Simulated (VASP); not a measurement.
# Ti: surface energy and work function by face, part 2 of 2

How do surface energy, work function and relaxation of Ti depend on the face?

VASP 6.6.1; r2SCAN; plane waves and PAW (Ti).

So far. Step 5 (Vacuum level and density of states, 8 atoms, face …): The vacuum level lies 4.53 eV above the Fermi level at the upper face; both faces agree, as the slab has next to no dipole. Step 6 (Relaxing the slab, 12 atoms, face Ti(10-10)): The run ended after 12 ionic steps, 0.044 eV below its first step, once the forces on the free atoms met EDIFFG = -0.03.

## 7. Vacuum level and density of states, 12 atoms, face Ti(10-10)

INCAR reads:

```
SYSTEM = Ti
PREC = Normal
ENCUT = 320
EDIFF = 1E-06
NELM = 120
ISMEAR = 1
SIGMA = 0.15
LREAL = .FALSE.
ALGO = Normal
METAGGA = R2SCAN
LASPH = .TRUE.
NBANDS = 36
LORBIT = 11
LWAVE = .FALSE.
LCHARG = .TRUE.
KPAR = 4
IDIPOL = 3
LDIPOL = .TRUE.
DIPOL = 0.5 0.5 0.5
LVHAR = .TRUE.
LVACPOTAV = .TRUE.
NEDOS = 1500
```

POSCAR reads:

```
Ti
1.0
    2.9213449237      0.0000000000      0.0000000000
    0.0000000000      4.6076747043      0.0000000000
    0.0000000000      0.0000000000     28.4931142248
Ti
12
Direct
    0.0000000000      0.0000000000      0.2667341788
    0.5000000000      0.0000000000      0.3519587505
    0.5000000000      0.5000000000      0.2950875335
    0.0000000000      0.0000000000      0.4407282517
    0.0000000000      0.5000000000      0.3818162421
    0.5000000000      0.0000000000      0.5296778905
    0.5000000000      0.5000000000      0.4703221095
    0.0000000000      0.0000000000      0.6181837579
    0.0000000000      0.5000000000      0.5592717483
    0.5000000000      0.0000000000      0.7049124665
    0.5000000000      0.5000000000      0.6480412495
    0.0000000000      0.5000000000      0.7332658212
```

KPOINTS reads:

```
Automatic mesh
0
Gamma
10 7 1
0 0 0
```

Potentials, in the order of the species: Ti (PBE family, release 64).

Started as:

```bash
$ mpirun -np 4 vasp_std
```

Elapsed: 2.4 min, on 4 MPI ranks of Intel Xeon Platinum 8488C (Sapphire Rapids), shared host; peak memory 1 GiB.

This step gave:

```yaml
electronic_steps: 35
fermi_energy: -0.0095 eV
dipole_moment: 0, 0, 0 e·Å
vacuum_levels: 3.875, 3.875 eV
work_functions_of_the_upper_and_lower_face: 3.885, 3.885 eV
```

The planar average of the electrostatic potential oscillates, so the rows of the table below give means over windows of 2.49 Å about each position, cut where the curve ends. Its maxima inside the range that stand out by 2 % of the span (Å: eV): 9.3: -2.00, 11.8: -1.78, 14.2: -1.73, 16.7: -1.78, 19.2: -2.00. Its minima: 8.0: -5.06, 10.4: -4.89, 13.0: -4.90, 15.5: -4.90, 18.1: -4.89, 20.5: -5.06.

Zero at the Fermi level. Table of planar average of the electrostatic potential by height; means over each step:

```
height (Å)  planar average of the electrostatic potential (eV)
      1.25                                                3.89
      3.74                                                3.87
      6.23                                                1.50
      8.71                                               -3.41
     11.21                                               -3.22
     13.70                                               -3.19
     16.19                                               -3.21
     18.68                                               -3.35
     21.17                                               -2.06
     23.66                                                3.69
     26.15                                                3.88
```

Density of states in the PAW spheres, an atom over height of the layer and energy from the Fermi level.

Ten even steps from '_' (0.00 states/eV) to '@' (2.19 states/eV), each cell a mean:
```
@@####%%%%%%%%%%%%####@@
%%##==------------==##%%
====----------------====
%%**++**########**++**%%
++++++++++++++++++++++++
--==++++==++++==++++==--
====++++========++++====
::--====--------====--::
..::----------------::..
........................
__....................__
________________________
________________________
________________________
________________________
________________________
________________________
________________________
________________________
________________________
________________________
________________________
```
Columns: height of the layer (Å) from 7.6 to 20.9 (not evenly spaced); rows upwards: energy from the Fermi level (eV) from -7.9 to 0.5.

Valence density in the ca plane at fractional y = 0.000, with atoms of Ti within 0.2 Å of it. It is the smooth field of the valence electrons, not physical close to the nuclei.

Ten even steps from '0' (0.0 e/Å³) to '9' (1.1 e/Å³), each cell a mean:
```
11222258842111112222587421111111000000000000
33211124431112232111244221123211000000000000
66421111222124663211112222246531000000000000
99521111122225995211111222369941000000000000
88521111122225884211111222258741000000000000
44321122321112443111222221134421000000000000
22221246642111122212466321112211000000000000
11222259952111112222599521111111000000000000
```
Columns run along c (16.0 Å, from fractional 0.35 to 0.91 of the cell), rows up along a (2.9 Å). Atoms in or near the plane, at fractional coordinates: Ti at (0.35, 0.50), Ti at (0.44, 0.00), Ti at (0.53, 0.50), Ti at (0.62, 0.00), Ti at (0.70, 0.50).

The map of layer states is cut here 0.5 eV above the Fermi level, so it leaves out the states above that.

The vacuum level lies 3.88 eV above the Fermi level at the upper face; both faces agree, as the slab has next to no dipole.

The program found no field-free point at its default tolerance, but its printed level agrees with the flat part of the planar average.

On this mesh the fine structure of the density of states is sampling noise, and high empty states may be cut by the number of bands.

## 8. The faces side by side

This step: surfaces of a metal, r2SCAN; plane waves and PAW (VASP 6.6.1).

This step runs nothing: it gathers the runs above.

Symmetric slabs, all atoms free. All faces:

```
     face  layers  area a surface atom (Å²)  work function (eV)  surface energy as cut (J/m²)  surface energy relaxed (J/m²)  change of the top spacing (%)
 Ti(0001)       8                     7.391               4.526                         2.315                          2.186                          -7.26
Ti(10-10)      12                     13.46               3.885                         2.245                          2.219                           -4.2
```

Each surface energy is the slab's energy less its number of atoms times the bulk energy of -12.8670 eV, over twice the cell's area.

## 9. What came out

| Quantity | Value |
| --- | --- |
| Ti(0001) | 2.19 J/m², 4.53 eV |
| Ti(10-10) | 2.22 J/m², 3.88 eV |

In words: The cheapest face is Ti(0001) at 2.19 J/m², against 2.22 for Ti(10-10). The work functions are 4.53 eV for Ti(0001) and 3.88 eV for Ti(10-10). The densest face has the highest work function, as the smoothing of the electron density over an open face lowers the surface dipole. The two cheapest faces differ by under 4 %, which one mesh and one thickness don't resolve. The top spacing changes by -7.3 % on Ti(0001) and -4.2 % on Ti(10-10). Of the two ends of the prism face, the one with the short outer spacing was run. One thickness was run for each face, and bulk and slab meshes don't match, which leaves some hundredths of a J/m². The cells are 1 × 1 and can't reconstruct.

[Lines on the potential files, build, host, timing and source positions are cut from VASP's logs without a mark.]

[Logs are printed without paths, hosts, clocks, repeated set-up lines and the standing remarks that a program may print on its own settings, such as how far it seeks lower states.]

[Hosts, paths, dates, database ids (printed as entryN), source tags and the programs' standing remarks are cut or masked in the printed files.]

[Runs that stopped without an error message from VASP are left out.]

[In band tables of VASP the shares of atoms and orbitals are scaled to a sum of 1 inside the atoms' spheres.]
